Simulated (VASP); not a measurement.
Level of theory: r2SCAN meta-GGA, VASP's PBE PAW potentials (set 64) (plane waves; VASP).

VASP ran on this input.

**INCAR**
```
ENCUT  =  520   ! plane-wave cut-off (eV)
EDIFFG  =  -0.01
SIGMA  =  0.05   ! width (eV)
NELM  =  100   ! most electronic steps
ISIF  =  3
METAGGA  =  R2SCAN
LWAVE  =  .FALSE.
LMIXTAU  =  .TRUE.
PREC  =  Accurate
LCHARG  =  .FALSE.
SYSTEM  =  LiH
ALGO  =  Normal   ! blocked Davidson
EDIFF  =  1E-6   ! SCF stop (eV)
IBRION  =  2   ! conjugate gradients
ISMEAR  =  0
LASPH  =  .TRUE.   ! aspherical one-centre terms
NSW  =  60
LREAL  =  .FALSE.   ! projection in real space or not
```

POSCAR:
```
LiH
1
   -0.0000000000     1.9519018738     1.9519018738
    1.9519018738     0.0000000000     1.9519018738
    1.9519018738     1.9519018738     0.0000000000
Li H
1 1
Direct
  0.0000000000   0.0000000000   0.0000000000
  0.5000000000   0.5000000000   0.5000000000
```

File KPOINTS:
```
Regular mesh
0
Gamma
 10 10 10
```

POTCAR, in this order: Li_sv H (PBE.64 set). Program: vasp_std.

Output

File OSZICAR:
```
       N       E                     dE             d eps       ncg     rms          rms(c)
DAV:   1    -0.310081330997E+01   -0.31008E+01   -0.14147E+03   588   0.610E+02
DAV:   2    -0.734265072800E+01   -0.42418E+01   -0.42418E+01   810   0.688E+01
DAV:   3    -0.741506300802E+01   -0.72412E-01   -0.72412E-01   666   0.772E+00
DAV:   4    -0.741578012116E+01   -0.71711E-03   -0.71711E-03   786   0.696E-01
DAV:   5    -0.741578586960E+01   -0.57484E-05   -0.57484E-05   702   0.372E-02    0.279E+00
DAV:   6    -0.688699155577E+01    0.52879E+00   -0.21238E-01   858   0.406E+00    0.189E+00
DAV:   7    -0.715273243997E+01   -0.26574E+00   -0.99473E-01   798   0.516E+00    0.114E+00
DAV:   8    -0.668831242301E+01    0.46442E+00   -0.22444E-01   594   0.443E+00    0.290E-01
DAV:   9    -0.679357217091E+01   -0.10526E+00   -0.68017E-02   564   0.340E+00    0.129E-01
DAV:  10    -0.680593939567E+01   -0.12367E-01   -0.20599E-02   564   0.121E+00    0.971E-02
DAV:  11    -0.680645118384E+01   -0.51179E-03   -0.99437E-04   684   0.300E-01    0.250E-02
DAV:  12    -0.680643961886E+01    0.11565E-04   -0.12593E-04   570   0.139E-01    0.170E-02
DAV:  13    -0.680650316746E+01   -0.63549E-04   -0.75517E-05   624   0.908E-02    0.198E-03
DAV:  14    -0.680651651249E+01   -0.13345E-04   -0.11196E-05   594   0.422E-02    0.683E-04
DAV:  15    -0.680651730451E+01   -0.79202E-06   -0.74838E-07   618   0.818E-03
   1 F= -.68065173E+01 E0= -.68065173E+01  d E =-.680652E+01
       N       E                     dE             d eps       ncg     rms          rms(c)
DAV:   1    -0.681188867764E+01   -0.53722E-02   -0.26980E-02   768   0.161E+00    0.329E-01
DAV:   2    -0.681100541393E+01    0.88326E-03   -0.26276E-03   576   0.540E-01    0.212E-01
DAV:   3    -0.681150934706E+01   -0.50393E-03   -0.15119E-03   804   0.295E-01    0.340E-02
DAV:   4    -0.681096122032E+01    0.54813E-03   -0.52811E-04   624   0.222E-01    0.106E-02
DAV:   5    -0.681099032853E+01   -0.29108E-04   -0.57963E-05   690   0.798E-02    0.189E-03
DAV:   6    -0.681099636698E+01   -0.60384E-05   -0.15271E-06   582   0.164E-02    0.162E-03
DAV:   7    -0.681101153032E+01   -0.15163E-04   -0.29614E-06   648   0.222E-02    0.811E-04
DAV:   8    -0.681101022370E+01    0.13066E-05   -0.82574E-08   462   0.347E-03    0.473E-04
DAV:   9    -0.681101148582E+01   -0.12621E-05   -0.83434E-08   306   0.367E-03    0.214E-04
DAV:  10    -0.681101134491E+01    0.14090E-06   -0.24483E-08   300   0.230E-03
   2 F= -.68110113E+01 E0= -.68110113E+01  d E =-.449404E-02
       N       E                     dE             d eps       ncg     rms          rms(c)
DAV:   1    -0.681475487766E+01   -0.37434E-02   -0.26476E-02   696   0.162E+00    0.324E-01
DAV:   2    -0.681414669188E+01    0.60819E-03   -0.34242E-03   600   0.630E-01    0.217E-01
DAV:   3    -0.681406154993E+01    0.85142E-04   -0.16492E-03   798   0.303E-01    0.389E-02
DAV:   4    -0.681377676310E+01    0.28479E-03   -0.57878E-04   588   0.263E-01    0.153E-02
DAV:   5    -0.681381346372E+01   -0.36701E-04   -0.55404E-05   600   0.744E-02    0.676E-03
DAV:   6    -0.681381895892E+01   -0.54952E-05   -0.95916E-07   684   0.130E-02    0.430E-03
DAV:   7    -0.681383288919E+01   -0.13930E-04   -0.23401E-06   570   0.223E-02    0.397E-04
DAV:   8    -0.681383212041E+01    0.76878E-06   -0.18078E-07   504   0.635E-03
   3 F= -.68138321E+01 E0= -.68138321E+01  d E =-.731482E-02
       N       E                     dE             d eps       ncg     rms          rms(c)
DAV:   1    -0.681823633125E+01   -0.44034E-02   -0.10201E-01   732   0.309E+00    0.645E-01
DAV:   2    -0.681532590663E+01    0.29104E-02   -0.12123E-02   600   0.116E+00    0.426E-01
DAV:   3    -0.681465905240E+01    0.66685E-03   -0.36359E-03   636   0.555E-01    0.507E-02
DAV:   4    -0.681412293888E+01    0.53611E-03   -0.20914E-03   564   0.514E-01    0.223E-02
DAV:   5    -0.681425862363E+01   -0.13568E-03   -0.20571E-04   576   0.162E-01    0.839E-03
DAV:   6    -0.681426997473E+01   -0.11351E-04   -0.29025E-06   852   0.167E-02    0.555E-03
DAV:   7    -0.681428453200E+01   -0.14557E-04   -0.74794E-06   612   0.418E-02    0.446E-04
DAV:   8    -0.681428189659E+01    0.26354E-05   -0.92241E-07   612   0.136E-02    0.912E-04
DAV:   9    -0.681428362425E+01   -0.17277E-05   -0.53384E-08   318   0.349E-03    0.251E-04
DAV:  10    -0.681428362056E+01    0.36827E-08   -0.53438E-08   288   0.347E-03
   4 F= -.68142836E+01 E0= -.68142836E+01  d E =-.776632E-02
       N       E                     dE             d eps       ncg     rms          rms(c)
DAV:   1    -0.681546038998E+01   -0.11768E-02   -0.18161E-02   720   0.137E+00    0.270E-01
DAV:   2    -0.681498928008E+01    0.47111E-03   -0.32220E-03   612   0.563E-01    0.187E-01
DAV:   3    -0.681500836835E+01   -0.19088E-04   -0.10482E-03   660   0.284E-01    0.366E-02
DAV:   4    -0.681477843481E+01    0.22993E-03   -0.64069E-04   570   0.264E-01    0.135E-02
DAV:   5    -0.681483076588E+01   -0.52331E-04   -0.44338E-05   588   0.726E-02    0.369E-03
DAV:   6    -0.681482877855E+01    0.19873E-05   -0.29317E-07   708   0.688E-03    0.279E-03
DAV:   7    -0.681482479328E+01    0.39853E-05   -0.13140E-06   606   0.157E-02    0.588E-04
DAV:   8    -0.681482548070E+01   -0.68742E-06   -0.78993E-08   330   0.412E-03
   5 F= -.68148255E+01 E0= -.68148255E+01  d E =-.830818E-02
```

**OUTCAR**
```
------------------------ aborting loop because EDIFF is reached ----------------------------------------
  FORCE on cell =-STRESS in cart. coord.  units (eV):
  Direction    XX          YY          ZZ          XY          YZ          ZX
  --------------------------------------------------------------------------------------
  Total       -0.0014693     -0.0014693     -0.0014693     -0.0000000      0.0000000      0.0000000
  in kB       -0.1490877     -0.1490877     -0.1490877     -0.0000000      0.0000000      0.0000000
  external PRESSURE =      -0.1490877 kB  Pullay stress =       0.0000000 kB
  volume of cell :       15.79
      direct lattice vectors                 reciprocal lattice vectors
     0.000000000  1.991225400  1.991225400    -0.251101658  0.251101658  0.251101658
     1.991225400 -0.000000000  1.991225400     0.251101658 -0.251101658  0.251101658
     1.991225400  1.991225400  0.000000000     0.251101658  0.251101658 -0.251101658
  FREE ENERGIE OF THE ION-ELECTRON SYSTEM (eV)
  ---------------------------------------------------
  free  energy   TOTEN  =        -6.8148254807 eV

  energy  without entropy=       -6.8148254807  energy(sigma->0) =       -6.81482548

 reached required accuracy - stopping structural energy minimisation
```
(Selected blocks of OUTCAR.)

File CONTCAR:
```
LiH
   1.00000000000000
     0.0000000000000000    1.9912254004808139    1.9912254004808139
     1.9912254004808139   -0.0000000000000000    1.9912254004808139
     1.9912254004808139    1.9912254004808139    0.0000000000000000
  Li              H
     1     1
Direct
     0.0000000000000000    0.0000000000000000    0.0000000000000000
     0.5000000000000000    0.5000000000000000    0.5000000000000000
```

Energy and stress use the plane-wave basis of the starting cell.

The structure was generated: LiH was put into the rock salt type (Fm-3m), which need not be its known phase. This run relaxes it. Symmetry was kept, so distortions that lower it aren't found. The start is the result of an earlier pass.
